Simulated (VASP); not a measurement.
Method: PBE GGA, VASP's PBE PAW potentials (set 64) (plane waves; VASP).

VASP input:

KPOINTS:
```
kpoints
0
Gamma
4 4 4
0.5 0.5 0.5
```

### INCAR
```
ENCUT = 400   ! plane-wave cut-off (eV)
ISMEAR = 0
SIGMA = 0.272
GGA = PE
IBRION = 2   ! conjugate gradients
NELM = 100
ALGO = Normal   ! blocked Davidson
EDIFFG = -0.01
LASPH = .TRUE.
LREAL = .FALSE.
LCHARG = .FALSE.
SYSTEM = HfSiO4
PREC = Accurate
EDIFF = 1E-6
LMAXMIX = 6   ! l cut-off of mixed one-centre charges
NSW = 50   ! most ionic steps
ISIF = 3   ! ions, shape and volume
LWAVE = .FALSE.
```

POSCAR:
```
HfSiO4
1
   -3.3025860000     3.3025860000     3.0058050000
    3.3025860000    -3.3025860000     3.0058050000
    3.3025860000     3.3025860000    -3.0058050000
Hf Si O
2 2 8
Direct
  0.0000000000   0.0000000000   0.0000000000
  0.7500000000   0.2500000000   0.5000000000
  0.2500000000   0.7500000000   0.5000000000
  0.5000000000   0.5000000000   0.0000000000
  0.1340900000   0.3192000000   0.8148900000
  0.0692000000   0.7543100000   0.6851100000
  0.5043100000   0.3192000000   0.1851100000
  0.0692000000   0.3840900000   0.3148900000
  0.6159100000   0.9308000000   0.6851100000
  0.6808000000   0.8659100000   0.1851100000
  0.2456900000   0.9308000000   0.3148900000
  0.6808000000   0.4956900000   0.8148900000
```

POTCAR, in this order: Hf_pv Si O (PBE.64 set). Program: vasp_std.

**Question.** What will the output report for the number of irreducible k-points (NKPTS), largest plane-wave count, number of space-group operations, FFT grid (NGX, NGY, NGZ)?

**Answer.** 
```
Item                                           Value
--------------------------------------  ------------
number of irreducible k-points (NKPTS)            11
largest plane-wave count                        2411
number of space-group operations                  16
FFT grid (NGX, NGY, NGZ)                36 × 36 × 36
```

The structure comes from a computed database's HfSiO4 entry; how it stands against other phases isn't given here. This run relaxes it. Symmetry was kept, so distortions that lower it aren't found. The run is one of a series of settings (EDIFFG = -0.01, IBRION = 2, ISIF = 3, NSW = 50, SIGMA = 0.272, KPOINTS 4×4×4 Γ-centred mesh shifted by (0.5, 0.5, 0.5) against the base run), some of them coarse on purpose.
